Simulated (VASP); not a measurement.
A convergence study with VASP on MoSi2: one setting is varied, all else stays as given below, so the limit is that of these other settings.

```yaml
crystal:
  lattice:
    - [3.19395, 0.00000, 0.00000]
    - [0.00000, 3.19395, 0.00000]
    - [0.00000, 0.00000, 20.48291]
  atoms:
    - { symbol: Si, position: [0.50000, 0.50000, 0.65825] }
    - { symbol: Si, position: [0.00000, 0.00000, 0.34175] }
    - { symbol: Si, position: [0.00000, 0.00000, 0.46759] }
    - { symbol: Si, position: [0.50000, 0.50000, 0.53241] }
    - { symbol: Mo, position: [0.00000, 0.00000, 0.59533] }
    - { symbol: Mo, position: [0.50000, 0.50000, 0.40466] }
```

These are PBE GGA, VASP's PBE PAW potentials (set 64) (plane waves; VASP) values and carry that method's errors. The tightest run used: 600 eV cut-off, 9×9×1 Γ-centred mesh, Gaussian smearing of 0.10 eV, potentials Si Mo_sv.

| setting | E (eV/atom) | largest force (eV/Å) | plane waves |
|---|---|---|---|
| ENCUT = 150 | -6.1261 | 0.673 | 888 |
| ENCUT = 180 | -7.0225 | 0.264 | 1164 |
| ENCUT = 210 | -7.1935 | 0.209 | 1477 |

These are the cheaper rows. Estimate the results at ENCUT = 600, and how far the last row shown lies from them.

| quantity | tightest run | last row shown is off by |
|---|---|---|
| E (eV/atom) | -7.2571 | 0.0636 |
| largest force (eV/Å) | 0.292 | -0.083 |

Left out are rungs that failed or repeat a setting and relaxations that didn't move; long series are thinned to 24 rows.

The cell is a sheet or thin cut with vacuum, built from a generated structure.
